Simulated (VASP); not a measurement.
Here is the system:

```
Os
1.0
    1.36500    -2.36425     0.00000
    1.36500     2.36425     0.00000
    0.00000     0.00000     4.32000
Os
2
Direct
  0.33333   0.66667   0.25000
  0.66667   0.33333   0.75000
```

Method: PW91 GGA, VASP's PBE PAW potentials (set 64) (plane waves; VASP). Settings: 520 eV cut-off, 14×14×8 Γ-centred mesh, first-order Methfessel-Paxton smearing of 0.10 eV, potentials Os.

Energy and stress use the plane-wave basis of the starting cell.

**Question.** The ions, cell shape and volume are relaxed. Give the cell that the relaxation ends in.

**Answer.** 
```
Os
1.0
    1.38246    -2.39449     0.00000
    1.38246     2.39449     0.00000
    0.00000     0.00000     4.35510
Os
2
Direct
  0.33333   0.66667   0.25000
  0.66667   0.33333   0.75000
```
Space group P6_3/mmc (194), at a tolerance of 0.03 Å.

**Question.** How do energy and volume change from the first to the last step?

**Answer.** The energy (σ→0) changes by -20.9 meV/atom and the volume by +3.4 %, in 9 ionic steps.

The compound is Os in the hcp structure. This run relaxes it. Symmetry was kept, so distortions that lower it aren't found.
